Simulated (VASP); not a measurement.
Given:

```
MgS
1.0
    0.00000     2.55240     2.55240
    2.55240     0.00000     2.55240
    2.55240     2.55240     0.00000
Mg S
1 1
Cartesian
  0.00000   0.00000   0.00000
  2.55240   2.55240   2.55240
```

All values below come from revTPSS meta-GGA, VASP's PBE PAW potentials (set 64) (plane waves; VASP 6.6.1). Run with 520 eV cut-off, 9×9×9 Γ-centred mesh, Gaussian smearing of 0.050 eV, potentials Mg S.

Question: Give the stress tensor in GPa (positive for a compressed cell).

Answer: 
```
5.44  0.00  0.00
0.00  5.44  0.00
0.00  0.00  5.44
```
The pressure is its mean diagonal, 5.44 GPa.

The compound is MgS in the rock salt structure. This cell is one point of a volume scan, at 0.94 of the reference volume.
